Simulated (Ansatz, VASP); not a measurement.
# Cross-check of Zr2S2N (Zr2NS2 MXene bilayer, AA) between VASP and Ansatz, part 3 of 3

Aim: how closely do two programs agree when they are given the same cell, functional and k mesh? Of the first pair: The structure shown is the start of the Ansatz relaxation below; VASP solves that cell, so the two are compared at the walk's first step.

VASP 6.6.1 and Ansatz 0.2.0.

So far: Starting point; Ansatz: relaxation, LDA; VASP: single point, LDA, start cell, pair 1; Side by side.

### 5. Ansatz: relaxation, LDA

Level of this step: Ansatz beside VASP: Kohn-Sham DFT, plane waves, LDA (Ansatz).

This run makes the geometry at which the two programs are then compared.

The structure compared here is the end of the Ansatz relaxation.

input.yaml reads:

```yaml
crystal:
  lattice:
    - [3.2175, 0.0, 0.0]
    - [-1.60875, 2.7864367367, 0.0]
    - [0.0, 0.0, 61.996898901]
  atoms:
    - { symbol: S, position: [0.3333333333, 0.6666666667, 0.3750187576] }
    - { symbol: Zr, position: [0.6666666667, 0.3333333333, 0.4049345273], spin: 1.0 }
    - { symbol: "N", position: [0.0, 0.0, 0.4254119995] }
    - { symbol: Zr, position: [0.3333333333, 0.6666666667, 0.4458894718], spin: 1.0 }
    - { symbol: S, position: [0.6666666667, 0.3333333333, 0.4758052415] }
    - { symbol: S, position: [0.3333333333, 0.6666666667, 0.5241947585] }
    - { symbol: Zr, position: [0.6666666667, 0.3333333333, 0.5541105282], spin: 1.0 }
    - { symbol: "N", position: [0.0, 0.0, 0.5745880005] }
    - { symbol: Zr, position: [0.3333333333, 0.6666666667, 0.5950654727], spin: 1.0 }
    - { symbol: S, position: [0.6666666667, 0.3333333333, 0.6249812424] }
  periodic: [true, true, false]
magnetization:
  spin_polarized: true
kpoints:
  mp_grid: { grid: [12, 12, 1] }
hamiltonian:
  xc: lda
scf:
  occupations: { method: fermi_dirac, width: 0.05 }
  convergence: { dr2_threshold: 1.0e-09 }
relax:
  f_tol: 0.004
  max_steps: 90
  cell: {}
output:
  write_potential: true
  write_density: true
  volumetric_format: npy
```

Command:

```
> ansatz run input.yaml --threads 4 --pin off --max-ram 12288MiB --backend cpu --events-out ev --progress --plain --runs-dir out
```

Numbers of over 12 decimals in the logs are rounded to 6 here.

Output:

```text
[...]
Crystal: 10 atoms, lattice volume = 555.825 Å³
Basis set: ecut = 420 eV, 11079 PW (Γ)
Bands: 53, of which v1, the nominal top of the filled ones, is band 41 counted from 1 (40 counted from 0)
Symmetry: 12 space group operations
[...]
k-points: 19 of 144
[...]
- { symbol: Zr, position: [0.333333, 0.666667, 0.451582] }
    - { symbol: S, position: [0.666667, 0.333333, 0.476866] }
    - { symbol: S, position: [0.333333, 0.666667, 0.523134] }
    - { symbol: Zr, position: [0.666667, 0.333333, 0.548418] }
    - { symbol: N, position: [0, 0, 0.568929] }
    - { symbol: Zr, position: [0.333333, 0.666667, 0.589341] }
    - { symbol: S, position: [0.666667, 0.333333, 0.614590] }
[key lines of the parts left out:]
SCF converged after 4 iterations
Magnetization: 0.0000 μB (41.0000 up, 41.0000 down)
Free energy (F): -20552.400778 eV
Fermi energy:    -6.032010 eV
P = ½ c Tr σ = 0.0010 N/m
```

### 6. VASP: single point, LDA, relaxed cell, pair 2

The same cell, functional (in two slightly different forms), mesh and smearing now go to VASP, with its own data sets.

INCAR reads:

```
SYSTEM = Zr2S2N
PREC = Accurate
ENCUT = 520
EDIFF = 1E-06
NELM = 200
ISMEAR = -1
SIGMA = 0.05
LREAL = .FALSE.
ALGO = Normal
GGA = CA
NBANDS = 56
ISPIN = 2
MAGMOM = -0 -0 -0 -0 0 0 0 0 0 0
LASPH = .TRUE.
LMAXMIX = 4
LORBIT = 11
LWAVE = .FALSE.
LCHARG = .FALSE.
ISIF = 2
LDIPOL = .TRUE.
IDIPOL = 3
DIPOL = 0.5 0.5 0.5
LVHAR = .TRUE.
GGA_COMPAT = .FALSE.
NELMDL = -8
KPAR = 2
```

POSCAR reads:

```
Zr2S2N
1.0
    3.3717655186      0.0000000000      0.0000000000
   -1.6858827593      2.9200345947      0.0000000000
    0.0000000000      0.0000000000     61.9968989010
S Zr N
4 4 2
Direct
    0.3333333333      0.6666666667      0.3854098055
    0.6666666667      0.3333333333      0.4768659727
    0.3333333333      0.6666666667      0.5231340273
    0.6666666667      0.3333333333      0.6145901945
    0.6666666667      0.3333333333      0.4106591024
    0.3333333333      0.6666666667      0.4515821141
    0.6666666667      0.3333333333      0.5484178859
    0.3333333333      0.6666666667      0.5893408976
    0.0000000000      0.0000000000      0.4310710920
    0.0000000000      0.0000000000      0.5689289080
```

KPOINTS reads:

```
Automatic mesh
0
Gamma
12 12 1
0 0 0
```

The projector-augmented-wave data sets are S, Zr_sv and N (LDA family, release 64).

Command:

```
> mpirun -np 2 vasp_std
```

Output:

```text
[banner, memory and clock lines left out]
running    2 mpi-ranks, on    1 nodes
[...]
LDA part: xc-table for (Slater(with rela. corr.)+CA(PZ))
 , standard interpolation
 [... a notice as in an earlier step ...]

 POSCAR, INCAR and KPOINTS ok, starting setup
[...]
entering main loop
       N       E                     dE             d eps       ncg     rms          rms(c)
DAV:   1     0.795747116407E+03    0.79575E+03   -0.37090E+04  5120   0.118E+03
DAV:   2     0.155633240769E+01   -0.79419E+03   -0.77146E+03  5592   0.326E+02
DAV:   3    -0.928067073020E+02   -0.94363E+02   -0.92683E+02  5800   0.978E+01
DAV:   4    -0.100464666378E+03   -0.76580E+01   -0.76174E+01  7264   0.266E+01
[...]
DAV:  28    -0.908213129650E+02   -0.11938E-05   -0.23049E-08  2800   0.412E-04    0.275E-04
DAV:  29    -0.908213143903E+02   -0.14252E-05   -0.17831E-08  2720   0.301E-04    0.134E-04
DAV:  30    -0.908213149860E+02   -0.59570E-06   -0.59138E-09  2672   0.208E-04
   1 F= -.90821315E+02 E0= -.90807211E+02  d E =-.282078E-01  mag=    -0.0000
```

Parts of OUTCAR (step 6):

```text
  Total        0.2391667      0.2391667      0.2509793     -0.0000000      0.0000000      0.0000000
  in kB        0.6277634      0.6277634      0.6587690     -0.0000000      0.0000000      0.0000000
  external PRESSURE =       0.6380986 kB  Pullay stress =       0.0000000 kB

 POSITION                                       TOTAL-FORCE (eV/Angst)
 -----------------------------------------------------------------------------------
     -0.00000      1.94669     23.89421         0.000000      0.000000     -0.022994
      1.68588      0.97334     29.56421         0.000000      0.000000      0.021282
     -0.00000      1.94669     32.43269         0.000000      0.000000     -0.021282
      1.68588      0.97334     38.10269         0.000000     -0.000000      0.022994
      1.68588      0.97334     25.45959        -0.000000     -0.000000     -0.017783
     -0.00000      1.94669     27.99669        -0.000000      0.000000      0.014722
      1.68588      0.97334     34.00021         0.000000     -0.000000     -0.014722
     -0.00000      1.94669     36.53731         0.000000     -0.000000      0.017783
      0.00000      0.00000     26.72507         0.000000     -0.000000      0.003512
      0.00000      0.00000     35.27183         0.000000     -0.000000     -0.003512
 -----------------------------------------------------------------------------------
    total drift:                                0.000000     -0.000000      0.000000

  FREE ENERGIE OF THE ION-ELECTRON SYSTEM (eV)
  ---------------------------------------------------
  free  energy   TOTEN  =       -90.8213149860 eV

  energy  without entropy=      -90.7931071936  energy(sigma->0) =      -90.80721109

 magnetization (x)
# of ion       s       p       d       tot
------------------------------------------
    1        0.000  -0.000   0.000  -0.000
    2        0.000   0.000   0.000   0.000
    3        0.000   0.000   0.000   0.000
    4        0.000  -0.000   0.000  -0.000
    5        0.000  -0.000  -0.000   0.000
    6        0.000  -0.000  -0.000  -0.000
    7        0.000  -0.000  -0.000  -0.000
    8        0.000  -0.000  -0.000   0.000
    9       -0.000  -0.000   0.000  -0.000
   10       -0.000  -0.000   0.000  -0.000
--------------------------------------------------
tot          0.000  -0.000  -0.000  -0.000

[... 1 part as in an earlier step ...]

[... 2 further parts left out ...]
[key lines of the parts left out:]
E-fermi :  -2.2648
```

### 7. Differences

At this near-relaxed geometry the largest component of a force difference is 22 meV/Å. With vacuum in the cell, a pressure given here is an average over mostly empty space and none of the material.

### 8. What came out

| Quantity | Value |
| --- | --- |
| r.m.s. force difference (single point, LDA, start cell, pair 1) | 1.3 % of the r.m.s. force |
| r.m.s. force difference (single point, LDA, relaxed cell, pair 2) | 10 meV/Å |

The r.m.s. force difference is 10 meV/Å (single point, LDA, relaxed cell, pair 2), within the 12 meV/Å picked in this series as the mark of a large difference. How closely two codes agree says nothing of how well the functional describes the real material.

[Lines on the potential files, build, host, timing and source positions are cut from VASP's logs without a mark.]

[Logs are printed without paths, hosts, clocks, repeated set-up lines and the standing remarks that a program may print on its own settings, such as how far it seeks lower states.]

[Hosts, paths, dates, database ids (printed as entryN), source tags and the programs' standing remarks are cut or masked in the printed files.]
